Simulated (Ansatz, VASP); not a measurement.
# One calculation of Zn3C, two programs

The input INCAR:

```
ALGO = Normal
EDIFF = 1E-6
EDIFFG = -0.04
ENCUT = 600
GGA = PE
IBRION = 2
ISIF = 3
ISMEAR = 0
LASPH = True
LCHARG = False
LREAL = False
LWAVE = False
NELM = 80
NSW = 90
PREC = Accurate
SIGMA = 0.1
```

The input KPOINTS:

```
k-points
0
Gamma
  4 4 4
```

Contents of POSCAR:

```
Zn3C
1.0
    3.9019876300      0.0000000000      0.0000000000
    0.0000000000      3.9019876300      0.0000000000
    0.0000000000      0.0000000000      3.9019876300
Zn C
3 1
Direct
    0.0000000000      0.5000000000      0.5000000000
    0.5000000000      0.5000000000      0.0000000000
    0.5000000000      0.0000000000      0.5000000000
    0.0000000000      0.0000000000      0.0000000000
```

Input for Ansatz:

```yaml
crystal:
  lattice:
    - [3.90198763, 0.0, 0.0]
    - [0.0, 3.90198763, 0.0]
    - [0.0, 0.0, 3.90198763]
  atoms:
    - { symbol: Zn, position: [0.0, 0.5, 0.5] }
    - { symbol: Zn, position: [0.5, 0.5, 0.0] }
    - { symbol: Zn, position: [0.5, 0.0, 0.5] }
    - { symbol: C, position: [0.0, 0.0, 0.0] }
basis:
  ecutwfc: 420
kpoints:
  mp_grid: { grid: [4, 4, 4] }
hamiltonian:
  xc: pbe
scf:
  occupations: { method: gaussian, width: 0.1 }
  lower_state_search: "off"
output:
  forces: true
  stress: true
  eigenvalues: true
relax:
  adjacent_minimum: "off"
  f_tol: 0.04
  max_steps: 70
  cell: { stress_tol: 0.4 }
```

Change from the starting cell: species swapped into the HoAl3 type (Pm-3m, No. 221).

Alike in both runs: task relaxation of cell and atoms; functional PBE; k mesh 4 × 4 × 4; occupations gaussian, width 0.1 eV; no spin polarisation.

|  | VASP | Ansatz |
| --- | --- | --- |
| version | VASP 6.6.1 | Ansatz 0.2.0 |
| potentials or method | VASP PAW PBE potentials, release 64 (Zn, C) | scalar-relativistic, plane waves, PAW |
| plane-wave cutoff (eV) | 600 | 420 |
| valence electrons in the cell | 40 | 40 |

|  | VASP | Ansatz | Ansatz less VASP |
| --- | --- | --- | --- |
| gap on the k mesh at the Fermi level, each at its own relaxed structure (eV) | none | none | - |
| relaxed volume (Å³/atom) | 12.74 | 12.73 | -0.007 |
| relaxed cell length with the largest relative difference (Å) | 3.707 | 3.706 | -0.0007 |
| energy change over the relaxation (meV/atom) | -69 | -72 | -2.7 |

A gap of «none» marks a metal or a gap that the smearing closes.

Caveats: the k mesh is coarse (spacing up to 0.40 Å⁻¹), so the values aren't converged.
